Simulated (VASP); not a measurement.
Data:

```
CELL_PARAMETERS angstrom
     -2.10122     2.10122     5.12375
      2.10122    -2.10122     5.12375
      2.10122     2.10122    -5.12375
ATOMIC_POSITIONS crystal
  Pr 0.00000 0.00000 0.00000
  Si 0.61014 0.61014 0.00000
  Si 0.38986 0.38986 0.00000
  Ag 0.75000 0.25000 0.50000
  Ag 0.25000 0.75000 0.50000
```

Method: PBEsol GGA, VASP's PBE PAW potentials (set 64) (plane waves; VASP). Settings: 480 eV cut-off, 10×10×10 Γ-centred mesh, first-order Methfessel-Paxton smearing of 0.10 eV, potentials Pr_3 Si Ag.

The 4f electrons are frozen in the core of the lanthanide potential, so 4f levels, which can set the real gap, and their magnetism are missing.

Problem. What does the run give for the energy per atom (σ→0), pressure, largest force, band gap (on the k-mesh) with the smallest direct gap where there is one?

Solution. 
```json
{
 "band gap (on the k-mesh)": "none (metal, semimetal or under 0.01 eV)",
 "energy per atom (σ→0)": "-5.165 eV/atom",
 "pressure": "4.13 GPa",
 "largest_force": "0.467 eV/Å"
}
```

Total energies compare only between runs with the same potentials, cut-off and functional.

The structure comes from a computed database's Ag2PrSi2 entry (I4/mmm); how it stands against other phases isn't given here. This cell was strained or had an atom moved on purpose. The electron count is odd and the run is not spin-polarised, which forces a metal.
